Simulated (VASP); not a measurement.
The system is Br.

```
Br
1.0
     3.36325   -2.32255    0.00000
     3.36325    2.32255    0.00000
     0.00000    0.00000    8.70230
Br
4
Direct
  0.86510 0.13490 0.10990
  0.63490 0.36510 0.60990
  0.13490 0.86510 0.89010
  0.36510 0.63490 0.39010
```

```yaml
Program: VASP 6.6.1
Task: relaxation of cell and atoms
Functional: PBE
Potentials_or_basis: VASP PAW PBE potentials, release 64 (Br)
Cutoff: 520 eV
k_mesh: 9 × 9 × 4
Occupations: gaussian, width 0.1 eV
Spin: no spin polarisation
```

At the start: pressure 1.9 GPa; volume 33.99 Å³/atom.

How do energy, volume and symmetry change on relaxing?

Over 15 steps the energy falls by 47.9 meV/atom and the volume is 38.94 Å³/atom (+14.6 %); space group Cmce (No. 64, to 0.05 Å).

Step by step:
```csv
step,energy change (eV),largest force (eV/Å),pressure (GPa),volume (Å³)
1,0.0000,0.8820,1.85,135.95
2,0.0061,0.6135,-1.64,143.81
3,-0.0572,0.0994,-0.03,139.56
4,-0.0572,0.1061,0.00,139.49
5,-0.0742,0.1024,-0.01,140.00
6,-0.1168,0.0956,0.04,141.41
7,-0.1572,0.1267,0.49,143.71
8,-0.1588,0.2967,-0.51,148.32
9,-0.1637,0.1385,-0.06,146.12
10,-0.1726,0.1218,-0.09,147.93
11,-0.1887,0.0717,-0.10,153.12
12,-0.1770,0.0793,0.02,162.48
13,-0.1915,0.0353,-0.06,155.99
14,-0.1887,0.1337,0.38,154.68
15,-0.1917,0.0046,0.02,155.74
```

Final structure:
```
Br
1.0
     4.19581   -2.13134    0.00000
     4.19581    2.13134    0.00000
     0.00000    0.00000    8.70781
Br
4
Direct
  0.85774 0.14226 0.11842
  0.64226 0.35774 0.61842
  0.14226 0.85774 0.88158
  0.35774 0.64226 0.38158
```

Caveat: the volume moved by +15 % from the deposited cell, more than functionals usually miss.
